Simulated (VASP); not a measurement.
# Lattice vibrations of Mg, part 3 of 3

Aim: the phonon dispersion and thermal properties of Mg. The start is a computed cell from the Materials Project.

VASP 6.6.1; LDA; plane waves and PAW (Mg).

So far. Step 2 (Relax the host): The run ended after 3 ionic steps, 0.023 eV below its first step, once forces and stress met EDIFFG = -0.02. Step 3 (Tight relaxation): The run ended after 5 ionic steps, 0.001 eV below its first step, once forces and stress met EDIFFG = -0.002. The relaxed cell has a = 3.140, c = 10.062 Å (conventional setting).

## 6. Modes at the zone centre, bad settings

INCAR

```
SYSTEM = Mg
PREC = Accurate
ENCUT = 350
EDIFF = 0.001
NELM = 120
ISMEAR = 1
SIGMA = 0.2
LREAL = Auto
ALGO = Fast
GGA = CA
NBANDS = 10
LWAVE = .FALSE.
LCHARG = .FALSE.
LASPH = .TRUE.
IBRION = 6
NSW = 1
NFREE = 2
POTIM = 0.015
ISIF = 0
ADDGRID = .TRUE.
```

POSCAR

```
Mg
1.0
    3.1403025232      0.0000000000      0.0000000000
   -1.5701512616      2.7195817606      0.0000000000
    0.0000000000      0.0000000000     10.0618645845
Mg
4
Direct
    0.6666666667      0.3333333333      0.7500000000
    0.0000000000      0.0000000000      0.5000000000
    0.3333333333      0.6666666667      0.2500000000
    0.0000000000      0.0000000000      0.0000000000
```

KPOINTS

```
Automatic mesh
0
Gamma
8 8 3
0 0 0
```

Potentials, in the order of the species: Mg (LDA family, release 64).

The run is started by

```console
> mpirun -np 4 vasp_std
```

The log of the run:

```text
[banner, memory and clock lines left out]
running    4 mpi-ranks, on    1 nodes
 distrk:  each k-point on    4 cores,    1 groups
 distr:  one band on    1 cores,    4 groups

 POSCAR found type information on POSCAR Mg
 POSCAR found :  1 types and       4 ions
 [... a notice as in an earlier step ...]

 LDA part: xc-table for (Slater(with rela. corr.)+CA(PZ))
 , standard interpolation
 [... a notice as in an earlier step ...]

 POSCAR, INCAR and KPOINTS ok, starting setup
 FFT: planning ... GRIDC
 FFT: planning ... GRID_SOFT
 FFT: planning ... GRID
 WAVECAR not read
 entering main loop
       N       E                     dE             d eps       ncg     rms          rms(c)
[... 4 cycles as in an earlier step ...]
DAV:   5    -0.731646100737E+01   -0.56732E-05   -0.56735E-05   576   0.382E-02    0.129E+00
RMM:   6    -0.729305373655E+01    0.23407E-01   -0.10808E-03   294   0.193E-01    0.818E-01
RMM:   7    -0.727484088540E+01    0.18213E-01   -0.38523E-03   480   0.372E-01    0.383E-02
RMM:   8    -0.727482440960E+01    0.16476E-04   -0.18658E-04   269   0.870E-02
   1 F= -.72748244E+01 E0= -.72748541E+01  d E =0.889802E-04
 Found     4 degrees of freedom:
 Finite differences POTIM= 0.01500 DOF=   4
 bond charge predicted
       N       E                     dE             d eps       ncg     rms          rms(c)
DAV:   1    -0.727473560152E+01    0.10528E-03   -0.73607E-03  1876   0.485E-01    0.155E-02
RMM:   2    -0.727473882425E+01   -0.32227E-05   -0.17051E-05   625   0.303E-02
   2 F= -.72747388E+01 E0= -.72747691E+01  d E =0.909302E-04
[...]
3 F= -.72747357E+01 E0= -.72747660E+01  d E =0.908836E-04
[...]
4 F= -.72744770E+01 E0= -.72745057E+01  d E =0.861276E-04
[...]
5 F= -.72744844E+01 E0= -.72745131E+01  d E =0.861418E-04
[...]
6 F= -.72747307E+01 E0= -.72747609E+01  d E =0.904272E-04
[...]
7 F= -.72747197E+01 E0= -.72747498E+01  d E =0.904500E-04
[...]
8 F= -.72744727E+01 E0= -.72745008E+01  d E =0.844018E-04
 Finite differences progress:
  Degree of freedom:   4/  4
  Displacement:        1/  2
  Total:               7/  8
 bond charge predicted
       N       E                     dE             d eps       ncg     rms          rms(c)
DAV:   1    -0.727469434317E+01   -0.18553E-03   -0.52735E-02   628   0.102E+00    0.457E-02
RMM:   2    -0.727448078809E+01    0.21356E-03   -0.66977E-04   375   0.143E-01
   9 F= -.72744808E+01 E0= -.72745088E+01  d E =0.840334E-04
 Finite differences progress:
  Degree of freedom:   4/  4
  Displacement:        2/  2
  Total:               8/  8
```

Elapsed: 19 s, on 4 MPI ranks of AMD EPYC 7R43, shared host; peak memory 0.5 GiB.

Parts of OUTCAR (step 6):

```text
   NELECT =       8.0000    total number of electrons

 E-fermi :   2.8765

 k-point     1 :       0.0000    0.0000    0.0000
  band No.  band energies     occupation
      1      -4.3870      2.00000
      2      -2.9231      2.00000
      3      -2.8963      2.00000
      4       1.1327      2.00000
      5       1.6791      2.00000
      6       8.2328      0.00000
      7       8.2464      0.00000
      8      13.9856      0.00000
      9      13.9856      0.00000
     10      14.0602      0.00000
    ...

 POSITION                                       TOTAL-FORCE (eV/Angst)
 -----------------------------------------------------------------------------------
      1.57015      0.90653      7.54640         0.000000     -0.000000     -0.018393
      0.00000      0.00000      5.01593        -0.000000      0.000000      0.045385
     -0.00000      1.81305      2.51547         0.000000      0.000000     -0.019332
      0.00000      0.00000      0.00000         0.000000     -0.000000     -0.007660
 -----------------------------------------------------------------------------------
    total drift:                               -0.000325     -0.000000      0.002832

  FREE ENERGIE OF THE ION-ELECTRON SYSTEM (eV)
  ---------------------------------------------------
  free  energy   TOTEN  =        -7.2744807881 eV

  energy  without entropy=       -7.2745648215  energy(sigma->0) =       -7.27450880

   1 f  =    7.213439 THz    45.323375 2PiTHz  240.614431 cm-1    29.832374 meV
             X         Y         Z           dx          dy          dz
      1.570151  0.906527  7.546398    -0.000000   -0.000000   -0.499102
      0.000000  0.000000  5.030932     0.000000    0.000000    0.500896
     -0.000000  1.813055  2.515466    -0.000000   -0.000000   -0.499102
      0.000000  0.000000  0.000000     0.000000    0.000000    0.500896

   2 f  =    6.004845 THz    37.729551 2PiTHz  200.300056 cm-1    24.834031 meV
             X         Y         Z           dx          dy          dz
      1.570151  0.906527  7.546398     0.000000   -0.000000   -0.707107
      0.000000  0.000000  5.030932     0.000000   -0.000000   -0.000000
     -0.000000  1.813055  2.515466     0.000000   -0.000000    0.707107
      0.000000  0.000000  0.000000     0.000000    0.000000   -0.000000

   3 f  =    5.936119 THz    37.297735 2PiTHz  198.007613 cm-1    24.549804 meV
             X         Y         Z           dx          dy          dz
      1.570151  0.906527  7.546398    -0.000000   -0.000000   -0.000000
      0.000000  0.000000  5.030932     0.000000    0.000000    0.707107
     -0.000000  1.813055  2.515466    -0.000000   -0.000000   -0.000000
      0.000000  0.000000  0.000000     0.000000    0.000000   -0.707107

   4 f  =    4.105323 THz    25.794507 2PiTHz  136.938842 cm-1    16.978245 meV
             X         Y         Z           dx          dy          dz
      1.570151  0.906527  7.546398    -0.494962   -0.000003    0.000000
      0.000000  0.000000  5.030932     0.504988    0.000004   -0.000000
     -0.000000  1.813055  2.515466    -0.494962   -0.000003   -0.000000
      0.000000  0.000000  0.000000     0.504988    0.000004    0.000000

   5 f  =    4.105323 THz    25.794507 2PiTHz  136.938842 cm-1    16.978245 meV
             X         Y         Z           dx          dy          dz
      1.570151  0.906527  7.546398    -0.000003    0.494962   -0.000000
      0.000000  0.000000  5.030932     0.000004   -0.504988    0.000000
     -0.000000  1.813055  2.515466    -0.000003    0.494962    0.000000
      0.000000  0.000000  0.000000     0.000004   -0.504988   -0.000000

   6 f  =    3.167420 THz    19.901484 2PiTHz  105.653743 cm-1    13.099389 meV
             X         Y         Z           dx          dy          dz
      1.570151  0.906527  7.546398     0.000000   -0.000000    0.000000
      0.000000  0.000000  5.030932    -0.707107    0.000005    0.000000
     -0.000000  1.813055  2.515466     0.000000    0.000000    0.000000
      0.000000  0.000000  0.000000     0.707107   -0.000005    0.000000

   7 f  =    3.167420 THz    19.901484 2PiTHz  105.653743 cm-1    13.099389 meV
             X         Y         Z           dx          dy          dz
      1.570151  0.906527  7.546398     0.000000   -0.000000   -0.000000
      0.000000  0.000000  5.030932     0.000005    0.707107    0.000000
     -0.000000  1.813055  2.515466    -0.000000    0.000000   -0.000000
      0.000000  0.000000  0.000000    -0.000005   -0.707107   -0.000000

   8 f  =    2.809433 THz    17.652186 2PiTHz   93.712587 cm-1    11.618875 meV
             X         Y         Z           dx          dy          dz
      1.570151  0.906527  7.546398    -0.707107   -0.000004    0.000000
      0.000000  0.000000  5.030932     0.000000    0.000000    0.000000
     -0.000000  1.813055  2.515466     0.707107    0.000004   -0.000000
      0.000000  0.000000  0.000000     0.000000   -0.000000    0.000000

   9 f  =    2.809433 THz    17.652186 2PiTHz   93.712587 cm-1    11.618875 meV
             X         Y         Z           dx          dy          dz
      1.570151  0.906527  7.546398     0.000004   -0.707107   -0.000000
      0.000000  0.000000  5.030932     0.000000   -0.000000    0.000000
     -0.000000  1.813055  2.515466    -0.000004    0.707107    0.000000
      0.000000  0.000000  0.000000    -0.000000    0.000000    0.000000

  10 f/i=    0.012941 THz     0.081312 2PiTHz    0.431673 cm-1     0.053521 meV
             X         Y         Z           dx          dy          dz
      1.570151  0.906527  7.546398    -0.000000   -0.000000   -0.500896
      0.000000  0.000000  5.030932    -0.000000   -0.000000   -0.499102
     -0.000000  1.813055  2.515466    -0.000000   -0.000000   -0.500896
      0.000000  0.000000  0.000000    -0.000000   -0.000000   -0.499102

  11 f/i=    0.041163 THz     0.258634 2PiTHz    1.373043 cm-1     0.170236 meV
             X         Y         Z           dx          dy          dz
      1.570151  0.906527  7.546398    -0.037683    0.503580   -0.000000
      0.000000  0.000000  5.030932    -0.036935    0.493582   -0.000000
     -0.000000  1.813055  2.515466    -0.037683    0.503580   -0.000000
      0.000000  0.000000  0.000000    -0.036935    0.493582   -0.000000

  12 f/i=    0.041163 THz     0.258634 2PiTHz    1.373043 cm-1     0.170236 meV
             X         Y         Z           dx          dy          dz
      1.570151  0.906527  7.546398    -0.503580   -0.037683    0.000000
      0.000000  0.000000  5.030932    -0.493582   -0.036935    0.000000
     -0.000000  1.813055  2.515466    -0.503580   -0.037683    0.000000
      0.000000  0.000000  0.000000    -0.493582   -0.036935    0.000000

[... 11 parts as in an earlier step ...]

[... 7 further parts left out ...]
```

CONTCAR:

```
Mg
   1.00000000000000
     3.1403025231999999    0.0000000000000000    0.0000000000000000
    -1.5701512616000000    2.7195817606000001    0.0000000000000000
     0.0000000000000000    0.0000000000000000   10.0618645845000003
  Mg
     4
Direct
     0.6666666667000030    0.3333333332999970    0.7500000000000000
     0.0000000000000000    0.0000000000000000    0.4985092226322439
     0.3333333332999970    0.6666666667000030    0.2500000000000000
     0.0000000000000000    0.0000000000000000    0.0000000000000000
```

The fault in the input: loose electronic threshold. The run ended without an error.

## 7. Results

* result: none

What this shows: The session ends without its result: «force constants in the supercell» met its time limit.

[Lines on the potential files, build, host, timing and source positions are cut from VASP's logs without a mark.]

[Logs are printed without paths, hosts, clocks, repeated set-up lines and the standing remarks that a program may print on its own settings, such as how far it seeks lower states.]

[Hosts, paths, dates, database ids (printed as entryN), source tags and the programs' standing remarks are cut or masked in the printed files.]

[Runs that stopped without an error message from VASP are left out.]
